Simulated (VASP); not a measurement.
Calculation: LDA (Ceperley-Alder, Perdew-Zunger), VASP's LDA PAW potentials (set 64) (plane waves; VASP 6.6.1).

The input files of a VASP run:

POSCAR:
```
BAs
1
    0.0000000000     2.3711729936     2.3711729936
    2.3711729936     0.0000000000     2.3711729936
    2.3711729936     2.3711729936     0.0000000000
B As
1 1
Direct
  0.0000000000   0.0000000000   0.0000000000
  0.2500000000   0.2500000000   0.2500000000
```

### INCAR
```
SYSTEM = BAs
PREC = Accurate
ENCUT = 620
EDIFF = 1E-6
NELM = 100
ALGO = Normal
LREAL = .FALSE.
LASPH = .TRUE.
ISMEAR = 0
SIGMA = 0.05
LMAXMIX = 4
LWAVE = .FALSE.
LCHARG = .FALSE.
IBRION = 2
ISIF = 3
NSW = 40
EDIFFG = -0.02
```

### KPOINTS
```
Automatic mesh
0
Gamma
10 10 10
0 0 0
```

POTCAR, in this order: B As (LDA.64 set). Program: vasp_std.

What VASP printed:

OSZICAR:
```
       N       E                     dE             d eps       ncg     rms          rms(c)
DAV:   1     0.149305713334E+02    0.14931E+02   -0.43839E+03   752   0.102E+03
DAV:   2    -0.132310072508E+02   -0.28162E+02   -0.27279E+02  1088   0.115E+02
DAV:   3    -0.136967797950E+02   -0.46577E+00   -0.46577E+00   872   0.194E+01
DAV:   4    -0.136976733968E+02   -0.89360E-03   -0.89360E-03  1112   0.856E-01
DAV:   5    -0.136976737049E+02   -0.30809E-06   -0.30809E-06   888   0.129E-02    0.519E+00
DAV:   6    -0.130272633950E+02    0.67041E+00   -0.20593E+00   776   0.741E+00    0.249E+00
DAV:   7    -0.129411370546E+02    0.86126E-01   -0.23098E-01  1040   0.293E+00    0.875E-01
DAV:   8    -0.129275345192E+02    0.13603E-01   -0.27378E-02   888   0.105E+00    0.119E-01
DAV:   9    -0.129275462215E+02   -0.11702E-04   -0.57023E-04  1032   0.199E-01    0.636E-02
DAV:  10    -0.129275513414E+02   -0.51199E-05   -0.10767E-04   800   0.682E-02    0.162E-02
DAV:  11    -0.129275524217E+02   -0.10803E-05   -0.14842E-06  1056   0.127E-02    0.140E-02
DAV:  12    -0.129275522453E+02    0.17644E-06   -0.88940E-07   376   0.505E-03
   1 F= -.12927552E+02 E0= -.12927552E+02  d E =-.129276E+02
```

OUTCAR:
```
------------------------ aborting loop because EDIFF is reached ----------------------------------------
  FORCE on cell =-STRESS in cart. coord.  units (eV):
  Direction    XX          YY          ZZ          XY          YZ          ZX
  --------------------------------------------------------------------------------------
  Total       -0.0017338     -0.0017338     -0.0017338      0.0000000      0.0000000      0.0000000
  in kB       -0.1041789     -0.1041789     -0.1041789      0.0000000      0.0000000      0.0000000
  external PRESSURE =      -0.1041789 kB  Pullay stress =       0.0000000 kB
  volume of cell :       26.66
      direct lattice vectors                 reciprocal lattice vectors
     0.000000000  2.371172994  2.371172994    -0.210866099  0.210866099  0.210866099
     2.371172994  0.000000000  2.371172994     0.210866099 -0.210866099  0.210866099
     2.371172994  2.371172994  0.000000000     0.210866099  0.210866099 -0.210866099
  FREE ENERGIE OF THE ION-ELECTRON SYSTEM (eV)
  ---------------------------------------------------
  free  energy   TOTEN  =       -12.9275522453 eV

  energy  without entropy=      -12.9275522453  energy(sigma->0) =      -12.92755225

 reached required accuracy - stopping structural energy minimisation
```
(Selected blocks of OUTCAR.)

The compound is BAs in the zinc blende structure. It was relaxed first.
